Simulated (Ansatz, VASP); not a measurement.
# Cross-check of Ge (Germanium) between VASP and Ansatz, part 2 of 3

One calculation is typed for both programs; each brings its own data sets. How far apart do they land? The cell is taken from a series of runs on this material, whose earlier steps may have relaxed, scaled, displaced or heated it; both programs get it as it stands.

VASP 6.6.1 and Ansatz 0.2.0.

So far: Starting point; Ansatz: zone-centre phonons, LDA.

### Step 3. VASP: zone-centre phonons, LDA

Level of this step: LDA; plane waves and PAW (Ge_d) (VASP).

The same cell, functional (in two slightly different forms), mesh and smearing now go to VASP, with its own data sets.

Lines of VASP's logs that name or quote its potential files are left out, and so is its time.

INCAR reads:

```
SYSTEM = Ge
PREC = Accurate
ENCUT = 500
EDIFF = 1E-08
NELM = 120
ISMEAR = 0
SIGMA = 0.015
LREAL = .FALSE.
ALGO = Normal
GGA = CA
NBANDS = 20
LORBIT = 11
LWAVE = .FALSE.
LCHARG = .FALSE.
ISIF = 2
ISYM = 2
IBRION = 8
LASPH = .TRUE.
GGA_COMPAT = .FALSE.
EFERMI = MIDGAP
KPAR = 2
```

POSCAR reads:

```
Ge
1.0
    0.0283570436      2.8386004822      2.7889906073
    2.8386004822      0.0283570436      2.7889906073
    2.8669575257      2.8669575257      0.0000000000
Ge
2
Direct
    0.5012769524      0.5012769524      0.4986595640
    0.7487230476      0.7487230476      0.7513404360
```

KPOINTS reads:

```
Points of the shifted mesh
1728
Reciprocal
 0.0416666667  0.0416666667  0.0416666667 1
 0.0416666667  0.0416666667  0.1250000000 1
 0.0416666667  0.0416666667  0.2083333333 1
 0.0416666667  0.0416666667  0.2916666667 1
 0.0416666667  0.0416666667  0.3750000000 1
 0.0416666667  0.0416666667  0.4583333333 1
 0.0416666667  0.0416666667  0.5416666667 1
 0.0416666667  0.0416666667  0.6250000000 1
 0.0416666667  0.0416666667  0.7083333333 1
 0.0416666667  0.0416666667  0.7916666667 1
 0.0416666667  0.0416666667  0.8750000000 1
 0.0416666667  0.0416666667  0.9583333333 1
 0.0416666667  0.1250000000  0.0416666667 1
 0.0416666667  0.1250000000  0.1250000000 1
 0.0416666667  0.1250000000  0.2083333333 1
 0.0416666667  0.1250000000  0.2916666667 1
 0.0416666667  0.1250000000  0.3750000000 1
 0.0416666667  0.1250000000  0.4583333333 1
 0.0416666667  0.1250000000  0.5416666667 1
 0.0416666667  0.1250000000  0.6250000000 1
 0.0416666667  0.1250000000  0.7083333333 1
 0.0416666667  0.1250000000  0.7916666667 1
 0.0416666667  0.1250000000  0.8750000000 1
 0.0416666667  0.1250000000  0.9583333333 1
 0.0416666667  0.2083333333  0.0416666667 1
 0.0416666667  0.2083333333  0.1250000000 1
 0.0416666667  0.2083333333  0.2083333333 1
 0.0416666667  0.2083333333  0.2916666667 1
 0.0416666667  0.2083333333  0.3750000000 1
 0.0416666667  0.2083333333  0.4583333333 1
 0.0416666667  0.2083333333  0.5416666667 1
 0.0416666667  0.2083333333  0.6250000000 1
 0.0416666667  0.2083333333  0.7083333333 1
 0.0416666667  0.2083333333  0.7916666667 1
 0.0416666667  0.2083333333  0.8750000000 1
 0.0416666667  0.2083333333  0.9583333333 1
 0.0416666667  0.2916666667  0.0416666667 1
 0.0416666667  0.2916666667  0.1250000000 1
 0.0416666667  0.2916666667  0.2083333333 1
 0.0416666667  0.2916666667  0.2916666667 1
 0.0416666667  0.2916666667  0.3750000000 1
 0.0416666667  0.2916666667  0.4583333333 1
 0.0416666667  0.2916666667  0.5416666667 1
 0.0416666667  0.2916666667  0.6250000000 1
 0.0416666667  0.2916666667  0.7083333333 1
 0.0416666667  0.2916666667  0.7916666667 1
 0.0416666667  0.2916666667  0.8750000000 1
 0.0416666667  0.2916666667  0.9583333333 1
 0.0416666667  0.3750000000  0.0416666667 1
 0.0416666667  0.3750000000  0.1250000000 1
 0.0416666667  0.3750000000  0.2083333333 1
 0.0416666667  0.3750000000  0.2916666667 1
 0.0416666667  0.3750000000  0.3750000000 1
 0.0416666667  0.3750000000  0.4583333333 1
 0.0416666667  0.3750000000  0.5416666667 1
 0.0416666667  0.3750000000  0.6250000000 1
 0.0416666667  0.3750000000  0.7083333333 1
 0.0416666667  0.3750000000  0.7916666667 1
 0.0416666667  0.3750000000  0.8750000000 1
 0.0416666667  0.3750000000  0.9583333333 1
 0.0416666667  0.4583333333  0.0416666667 1
 0.0416666667  0.4583333333  0.1250000000 1
 0.0416666667  0.4583333333  0.2083333333 1
 0.0416666667  0.4583333333  0.2916666667 1
 0.0416666667  0.4583333333  0.3750000000 1
 0.0416666667  0.4583333333  0.4583333333 1
 0.0416666667  0.4583333333  0.5416666667 1
 0.0416666667  0.4583333333  0.6250000000 1
 0.0416666667  0.4583333333  0.7083333333 1
 0.0416666667  0.4583333333  0.7916666667 1
 0.0416666667  0.4583333333  0.8750000000 1
 0.0416666667  0.4583333333  0.9583333333 1
 0.0416666667  0.5416666667  0.0416666667 1
 0.0416666667  0.5416666667  0.1250000000 1
 0.0416666667  0.5416666667  0.2083333333 1
 0.0416666667  0.5416666667  0.2916666667 1
 0.0416666667  0.5416666667  0.3750000000 1
 0.0416666667  0.5416666667  0.4583333333 1
 0.0416666667  0.5416666667  0.5416666667 1
 0.0416666667  0.5416666667  0.6250000000 1
 0.0416666667  0.5416666667  0.7083333333 1
 0.0416666667  0.5416666667  0.7916666667 1
 0.0416666667  0.5416666667  0.8750000000 1
 0.0416666667  0.5416666667  0.9583333333 1
 0.0416666667  0.6250000000  0.0416666667 1
 0.0416666667  0.6250000000  0.1250000000 1
 0.0416666667  0.6250000000  0.2083333333 1
 0.0416666667  0.6250000000  0.2916666667 1
 0.0416666667  0.6250000000  0.3750000000 1
 0.0416666667  0.6250000000  0.4583333333 1
 0.0416666667  0.6250000000  0.5416666667 1
 0.0416666667  0.6250000000  0.6250000000 1
 0.0416666667  0.6250000000  0.7083333333 1
 0.0416666667  0.6250000000  0.7916666667 1
 0.0416666667  0.6250000000  0.8750000000 1
 0.0416666667  0.6250000000  0.9583333333 1
 0.0416666667  0.7083333333  0.0416666667 1
 0.0416666667  0.7083333333  0.1250000000 1
 0.0416666667  0.7083333333  0.2083333333 1
 0.0416666667  0.7083333333  0.2916666667 1
 0.0416666667  0.7083333333  0.3750000000 1
 0.0416666667  0.7083333333  0.4583333333 1
 0.0416666667  0.7083333333  0.5416666667 1
 0.0416666667  0.7083333333  0.6250000000 1
 0.0416666667  0.7083333333  0.7083333333 1
 0.0416666667  0.7083333333  0.7916666667 1
 0.0416666667  0.7083333333  0.8750000000 1
 0.0416666667  0.7083333333  0.9583333333 1
 0.0416666667  0.7916666667  0.0416666667 1
 0.0416666667  0.7916666667  0.1250000000 1
 0.0416666667  0.7916666667  0.2083333333 1
 0.0416666667  0.7916666667  0.2916666667 1
[... 1390 lines left out ...]
 0.8750000000  0.4583333333  0.1250000000 1
 0.8750000000  0.4583333333  0.2083333333 1
 0.8750000000  0.4583333333  0.2916666667 1
 0.8750000000  0.4583333333  0.3750000000 1
 0.8750000000  0.4583333333  0.4583333333 1
 0.8750000000  0.4583333333  0.5416666667 1
 0.8750000000  0.4583333333  0.6250000000 1
 0.8750000000  0.4583333333  0.7083333333 1
 0.8750000000  0.4583333333  0.7916666667 1
 0.8750000000  0.4583333333  0.8750000000 1
 0.8750000000  0.4583333333  0.9583333333 1
 0.8750000000  0.5416666667  0.0416666667 1
 0.8750000000  0.5416666667  0.1250000000 1
 0.8750000000  0.5416666667  0.2083333333 1
 0.8750000000  0.5416666667  0.2916666667 1
 0.8750000000  0.5416666667  0.3750000000 1
 0.8750000000  0.5416666667  0.4583333333 1
 0.8750000000  0.5416666667  0.5416666667 1
 0.8750000000  0.5416666667  0.6250000000 1
 0.8750000000  0.5416666667  0.7083333333 1
 0.8750000000  0.5416666667  0.7916666667 1
 0.8750000000  0.5416666667  0.8750000000 1
 0.8750000000  0.5416666667  0.9583333333 1
 0.8750000000  0.6250000000  0.0416666667 1
 0.8750000000  0.6250000000  0.1250000000 1
 0.8750000000  0.6250000000  0.2083333333 1
 0.8750000000  0.6250000000  0.2916666667 1
 0.8750000000  0.6250000000  0.3750000000 1
 0.8750000000  0.6250000000  0.4583333333 1
 0.8750000000  0.6250000000  0.5416666667 1
 0.8750000000  0.6250000000  0.6250000000 1
 0.8750000000  0.6250000000  0.7083333333 1
 0.8750000000  0.6250000000  0.7916666667 1
 0.8750000000  0.6250000000  0.8750000000 1
 0.8750000000  0.6250000000  0.9583333333 1
 0.8750000000  0.7083333333  0.0416666667 1
 0.8750000000  0.7083333333  0.1250000000 1
 0.8750000000  0.7083333333  0.2083333333 1
 0.8750000000  0.7083333333  0.2916666667 1
 0.8750000000  0.7083333333  0.3750000000 1
 0.8750000000  0.7083333333  0.4583333333 1
 0.8750000000  0.7083333333  0.5416666667 1
 0.8750000000  0.7083333333  0.6250000000 1
 0.8750000000  0.7083333333  0.7083333333 1
 0.8750000000  0.7083333333  0.7916666667 1
 0.8750000000  0.7083333333  0.8750000000 1
 0.8750000000  0.7083333333  0.9583333333 1
 0.8750000000  0.7916666667  0.0416666667 1
 0.8750000000  0.7916666667  0.1250000000 1
 0.8750000000  0.7916666667  0.2083333333 1
 0.8750000000  0.7916666667  0.2916666667 1
 0.8750000000  0.7916666667  0.3750000000 1
 0.8750000000  0.7916666667  0.4583333333 1
 0.8750000000  0.7916666667  0.5416666667 1
 0.8750000000  0.7916666667  0.6250000000 1
 0.8750000000  0.7916666667  0.7083333333 1
 0.8750000000  0.7916666667  0.7916666667 1
 0.8750000000  0.7916666667  0.8750000000 1
 0.8750000000  0.7916666667  0.9583333333 1
 0.8750000000  0.8750000000  0.0416666667 1
 0.8750000000  0.8750000000  0.1250000000 1
 0.8750000000  0.8750000000  0.2083333333 1
 0.8750000000  0.8750000000  0.2916666667 1
 0.8750000000  0.8750000000  0.3750000000 1
 0.8750000000  0.8750000000  0.4583333333 1
 0.8750000000  0.8750000000  0.5416666667 1
 0.8750000000  0.8750000000  0.6250000000 1
 0.8750000000  0.8750000000  0.7083333333 1
 0.8750000000  0.8750000000  0.7916666667 1
 0.8750000000  0.8750000000  0.8750000000 1
 0.8750000000  0.8750000000  0.9583333333 1
 0.8750000000  0.9583333333  0.0416666667 1
 0.8750000000  0.9583333333  0.1250000000 1
 0.8750000000  0.9583333333  0.2083333333 1
 0.8750000000  0.9583333333  0.2916666667 1
 0.8750000000  0.9583333333  0.3750000000 1
 0.8750000000  0.9583333333  0.4583333333 1
 0.8750000000  0.9583333333  0.5416666667 1
 0.8750000000  0.9583333333  0.6250000000 1
 0.8750000000  0.9583333333  0.7083333333 1
 0.8750000000  0.9583333333  0.7916666667 1
 0.8750000000  0.9583333333  0.8750000000 1
 0.8750000000  0.9583333333  0.9583333333 1
 0.9583333333  0.0416666667  0.0416666667 1
 0.9583333333  0.0416666667  0.1250000000 1
 0.9583333333  0.0416666667  0.2083333333 1
 0.9583333333  0.0416666667  0.2916666667 1
 0.9583333333  0.0416666667  0.3750000000 1
 0.9583333333  0.0416666667  0.4583333333 1
 0.9583333333  0.0416666667  0.5416666667 1
 0.9583333333  0.0416666667  0.6250000000 1
 0.9583333333  0.0416666667  0.7083333333 1
 0.9583333333  0.0416666667  0.7916666667 1
 0.9583333333  0.0416666667  0.8750000000 1
 0.9583333333  0.0416666667  0.9583333333 1
 0.9583333333  0.1250000000  0.0416666667 1
 0.9583333333  0.1250000000  0.1250000000 1
 0.9583333333  0.1250000000  0.2083333333 1
 0.9583333333  0.1250000000  0.2916666667 1
 0.9583333333  0.1250000000  0.3750000000 1
 0.9583333333  0.1250000000  0.4583333333 1
 0.9583333333  0.1250000000  0.5416666667 1
 0.9583333333  0.1250000000  0.6250000000 1
 0.9583333333  0.1250000000  0.7083333333 1
 0.9583333333  0.1250000000  0.7916666667 1
 0.9583333333  0.1250000000  0.8750000000 1
 0.9583333333  0.1250000000  0.9583333333 1
 0.9583333333  0.2083333333  0.0416666667 1
 0.9583333333  0.2083333333  0.1250000000 1
 0.9583333333  0.2083333333  0.2083333333 1
 0.9583333333  0.2083333333  0.2916666667 1
 0.9583333333  0.2083333333  0.3750000000 1
 0.9583333333  0.2083333333  0.4583333333 1
 0.9583333333  0.2083333333  0.5416666667 1
 0.9583333333  0.2083333333  0.6250000000 1
 0.9583333333  0.2083333333  0.7083333333 1
 0.9583333333  0.2083333333  0.7916666667 1
 0.9583333333  0.2083333333  0.8750000000 1
 0.9583333333  0.2083333333  0.9583333333 1
 0.9583333333  0.2916666667  0.0416666667 1
 0.9583333333  0.2916666667  0.1250000000 1
 0.9583333333  0.2916666667  0.2083333333 1
 0.9583333333  0.2916666667  0.2916666667 1
 0.9583333333  0.2916666667  0.3750000000 1
 0.9583333333  0.2916666667  0.4583333333 1
 0.9583333333  0.2916666667  0.5416666667 1
 0.9583333333  0.2916666667  0.6250000000 1
 0.9583333333  0.2916666667  0.7083333333 1
 0.9583333333  0.2916666667  0.7916666667 1
 0.9583333333  0.2916666667  0.8750000000 1
 0.9583333333  0.2916666667  0.9583333333 1
 0.9583333333  0.3750000000  0.0416666667 1
 0.9583333333  0.3750000000  0.1250000000 1
 0.9583333333  0.3750000000  0.2083333333 1
 0.9583333333  0.3750000000  0.2916666667 1
 0.9583333333  0.3750000000  0.3750000000 1
 0.9583333333  0.3750000000  0.4583333333 1
 0.9583333333  0.3750000000  0.5416666667 1
 0.9583333333  0.3750000000  0.6250000000 1
 0.9583333333  0.3750000000  0.7083333333 1
 0.9583333333  0.3750000000  0.7916666667 1
 0.9583333333  0.3750000000  0.8750000000 1
 0.9583333333  0.3750000000  0.9583333333 1
 0.9583333333  0.4583333333  0.0416666667 1
 0.9583333333  0.4583333333  0.1250000000 1
 0.9583333333  0.4583333333  0.2083333333 1
 0.9583333333  0.4583333333  0.2916666667 1
 0.9583333333  0.4583333333  0.3750000000 1
 0.9583333333  0.4583333333  0.4583333333 1
 0.9583333333  0.4583333333  0.5416666667 1
 0.9583333333  0.4583333333  0.6250000000 1
 0.9583333333  0.4583333333  0.7083333333 1
 0.9583333333  0.4583333333  0.7916666667 1
 0.9583333333  0.4583333333  0.8750000000 1
 0.9583333333  0.4583333333  0.9583333333 1
 0.9583333333  0.5416666667  0.0416666667 1
 0.9583333333  0.5416666667  0.1250000000 1
 0.9583333333  0.5416666667  0.2083333333 1
 0.9583333333  0.5416666667  0.2916666667 1
 0.9583333333  0.5416666667  0.3750000000 1
 0.9583333333  0.5416666667  0.4583333333 1
 0.9583333333  0.5416666667  0.5416666667 1
 0.9583333333  0.5416666667  0.6250000000 1
 0.9583333333  0.5416666667  0.7083333333 1
 0.9583333333  0.5416666667  0.7916666667 1
 0.9583333333  0.5416666667  0.8750000000 1
 0.9583333333  0.5416666667  0.9583333333 1
 0.9583333333  0.6250000000  0.0416666667 1
 0.9583333333  0.6250000000  0.1250000000 1
 0.9583333333  0.6250000000  0.2083333333 1
 0.9583333333  0.6250000000  0.2916666667 1
 0.9583333333  0.6250000000  0.3750000000 1
 0.9583333333  0.6250000000  0.4583333333 1
 0.9583333333  0.6250000000  0.5416666667 1
 0.9583333333  0.6250000000  0.6250000000 1
 0.9583333333  0.6250000000  0.7083333333 1
 0.9583333333  0.6250000000  0.7916666667 1
 0.9583333333  0.6250000000  0.8750000000 1
 0.9583333333  0.6250000000  0.9583333333 1
 0.9583333333  0.7083333333  0.0416666667 1
 0.9583333333  0.7083333333  0.1250000000 1
 0.9583333333  0.7083333333  0.2083333333 1
 0.9583333333  0.7083333333  0.2916666667 1
 0.9583333333  0.7083333333  0.3750000000 1
 0.9583333333  0.7083333333  0.4583333333 1
 0.9583333333  0.7083333333  0.5416666667 1
 0.9583333333  0.7083333333  0.6250000000 1
 0.9583333333  0.7083333333  0.7083333333 1
 0.9583333333  0.7083333333  0.7916666667 1
 0.9583333333  0.7083333333  0.8750000000 1
 0.9583333333  0.7083333333  0.9583333333 1
 0.9583333333  0.7916666667  0.0416666667 1
 0.9583333333  0.7916666667  0.1250000000 1
 0.9583333333  0.7916666667  0.2083333333 1
 0.9583333333  0.7916666667  0.2916666667 1
 0.9583333333  0.7916666667  0.3750000000 1
 0.9583333333  0.7916666667  0.4583333333 1
 0.9583333333  0.7916666667  0.5416666667 1
 0.9583333333  0.7916666667  0.6250000000 1
 0.9583333333  0.7916666667  0.7083333333 1
 0.9583333333  0.7916666667  0.7916666667 1
 0.9583333333  0.7916666667  0.8750000000 1
 0.9583333333  0.7916666667  0.9583333333 1
 0.9583333333  0.8750000000  0.0416666667 1
 0.9583333333  0.8750000000  0.1250000000 1
 0.9583333333  0.8750000000  0.2083333333 1
 0.9583333333  0.8750000000  0.2916666667 1
 0.9583333333  0.8750000000  0.3750000000 1
 0.9583333333  0.8750000000  0.4583333333 1
 0.9583333333  0.8750000000  0.5416666667 1
 0.9583333333  0.8750000000  0.6250000000 1
 0.9583333333  0.8750000000  0.7083333333 1
 0.9583333333  0.8750000000  0.7916666667 1
 0.9583333333  0.8750000000  0.8750000000 1
 0.9583333333  0.8750000000  0.9583333333 1
 0.9583333333  0.9583333333  0.0416666667 1
 0.9583333333  0.9583333333  0.1250000000 1
 0.9583333333  0.9583333333  0.2083333333 1
 0.9583333333  0.9583333333  0.2916666667 1
 0.9583333333  0.9583333333  0.3750000000 1
 0.9583333333  0.9583333333  0.4583333333 1
 0.9583333333  0.9583333333  0.5416666667 1
 0.9583333333  0.9583333333  0.6250000000 1
 0.9583333333  0.9583333333  0.7083333333 1
 0.9583333333  0.9583333333  0.7916666667 1
 0.9583333333  0.9583333333  0.8750000000 1
 0.9583333333  0.9583333333  0.9583333333 1
```

PAW data sets: Ge_d (LDA family, release 64).

The run is started by

```
mpirun -np 2 vasp_std
```

Output:

```text
[banner, memory and clock lines left out]
running    2 mpi-ranks, on    1 nodes
 distrk:  each k-point on    1 cores,    2 groups
 distr:  one band on    1 cores,    1 groups

 POSCAR found type information on POSCAR Ge
 POSCAR found :  1 types and       2 ions
 LDA part: xc-table for (Slater(with rela. corr.)+CA(PZ))
 , standard interpolation
 POSCAR, INCAR and KPOINTS ok, starting setup
 FFT: planning ... GRIDC
 FFT: planning ... GRID_SOFT
 FFT: planning ... GRID
 WAVECAR not read
 entering main loop
       N       E                     dE             d eps       ncg     rms          rms(c)
DAV:   1     0.182995332349E+03    0.18300E+03   -0.14702E+04 74572   0.370E+03
DAV:   2     0.148856461491E+02   -0.16811E+03   -0.16367E+03 69268   0.584E+02
DAV:   3    -0.976605648943E+01   -0.24652E+02   -0.24470E+02 77868   0.143E+02
DAV:   4    -0.105503801005E+02   -0.78432E+00   -0.78378E+00 77860   0.300E+01
DAV:   5    -0.105631979735E+02   -0.12818E-01   -0.12817E-01 77308   0.418E+00    0.331E+00
DAV:   6    -0.104446438074E+02    0.11855E+00   -0.38763E-02 76720   0.171E+00    0.190E+00
DAV:   7    -0.103851124060E+02    0.59531E-01   -0.77769E-02 72500   0.210E+00    0.141E-01
DAV:   8    -0.103857899752E+02   -0.67757E-03   -0.57111E-03 78468   0.877E-01    0.472E-02
DAV:   9    -0.103858278205E+02   -0.37845E-04   -0.96960E-05 80544   0.106E-01    0.138E-02
DAV:  10    -0.103858248404E+02    0.29801E-05   -0.10525E-05 94012   0.475E-02    0.429E-03
DAV:  11    -0.103858247393E+02    0.10112E-06   -0.12929E-06 73880   0.851E-03    0.147E-03
DAV:  12    -0.103858247371E+02    0.22219E-08   -0.12788E-07 78524   0.353E-03    0.466E-04
DAV:  13    -0.103858247352E+02    0.19481E-08   -0.11020E-08 51872   0.109E-03
   1 F= -.10385825E+02 E0= -.10385825E+02  d E =-.200699E-26
 Linear response reoptimize wavefunctions to high precision
DAV:   1    -0.103858247355E+02   -0.31105E-09   -0.19752E-09 54256   0.469E-04
DAV:   2    -0.103858247355E+02   -0.32742E-10   -0.26681E-10 40200   0.200E-04
 Linear response DOF=           2
 Linear response progress:
  Degree of freedom:   1/  2
       N       E                     dE             d eps       ncg     rms          rms(c)
RMM:   1    -0.188216290479E+00   -0.18822E+00    0.84676E+00 84600   0.447E+01
RMM:   2    -0.195675762372E+00   -0.74595E-02   -0.13381E-02111696   0.110E+00    0.747E-02
RMM:   3    -0.195722466790E+00   -0.46704E-04   -0.95573E-04118613   0.321E-01    0.429E-02
RMM:   4    -0.195657918681E+00    0.64548E-04   -0.66024E-05126547   0.834E-02    0.487E-03
RMM:   5    -0.195664312703E+00   -0.63940E-05   -0.46662E-06122222   0.194E-02    0.240E-03
RMM:   6    -0.195675423881E+00   -0.11111E-04   -0.23343E-07123656   0.533E-03    0.319E-04
RMM:   7    -0.195674671092E+00    0.75279E-06   -0.51593E-08127703   0.179E-03    0.211E-04
RMM:   8    -0.195674297716E+00    0.37338E-06   -0.13556E-08129253   0.618E-04    0.431E-05
RMM:   9    -0.195674136550E+00    0.16117E-06    0.35938E-09129305   0.281E-04    0.182E-05
RMM:  10    -0.195674256859E+00   -0.12031E-06    0.33870E-08129691   0.134E-04    0.581E-06
RMM:  11    -0.195674264868E+00   -0.80089E-08    0.16973E-08132213   0.758E-05    0.332E-06
 first order change of Fermi-energy   0.73259E+00
 force on displaced ion       1 direction 1 : -11.348   0.244  -0.001
 Linear response progress:
  Degree of freedom:   2/  2
       N       E                     dE             d eps       ncg     rms          rms(c)
RMM:   1    -0.188022819035E+00   -0.18802E+00    0.85696E+00 84368   0.449E+01
RMM:   2    -0.195523075131E+00   -0.75003E-02   -0.13694E-02112219   0.110E+00    0.736E-02
RMM:   3    -0.195561666841E+00   -0.38592E-04   -0.92641E-04118527   0.315E-01    0.423E-02
RMM:   4    -0.195495189811E+00    0.66477E-04   -0.66441E-05126764   0.830E-02    0.497E-03
RMM:   5    -0.195501603259E+00   -0.64134E-05   -0.44191E-06122081   0.192E-02    0.235E-03
RMM:   6    -0.195512084283E+00   -0.10481E-04   -0.26184E-07124074   0.531E-03    0.352E-04
RMM:   7    -0.195511715054E+00    0.36923E-06   -0.48831E-08127520   0.172E-03    0.215E-04
RMM:   8    -0.195511490212E+00    0.22484E-06   -0.58676E-09129310   0.596E-04    0.438E-05
RMM:   9    -0.195511309867E+00    0.18034E-06   -0.16743E-09121647   0.275E-04    0.160E-05
RMM:  10    -0.195511400242E+00   -0.90375E-07   -0.39962E-09129282   0.133E-04    0.685E-06
RMM:  11    -0.195511414013E+00   -0.13771E-07   -0.13629E-08133287   0.734E-05    0.354E-06
RMM:  12    -0.195511440784E+00   -0.26771E-07   -0.10274E-08142860   0.488E-05    0.142E-06
RMM:  13    -0.195511448585E+00   -0.78002E-08    0.15310E-09144227   0.375E-05    0.418E-07
 first order change of Fermi-energy   0.30784E+01
 force on displaced ion       1 direction 3 :  -0.001  -0.001 -11.313
 Linear response finished
```

[end of part 2 of 3]

[Lines on the potential files, build, host, timing and source positions are cut from VASP's logs without a mark.]

[Logs are printed without paths, hosts, clocks, repeated set-up lines and the standing remarks that a program may print on its own settings, such as how far it seeks lower states.]

[Hosts, paths, dates, database ids (printed as entryN), source tags and the programs' standing remarks are cut or masked in the printed files.]
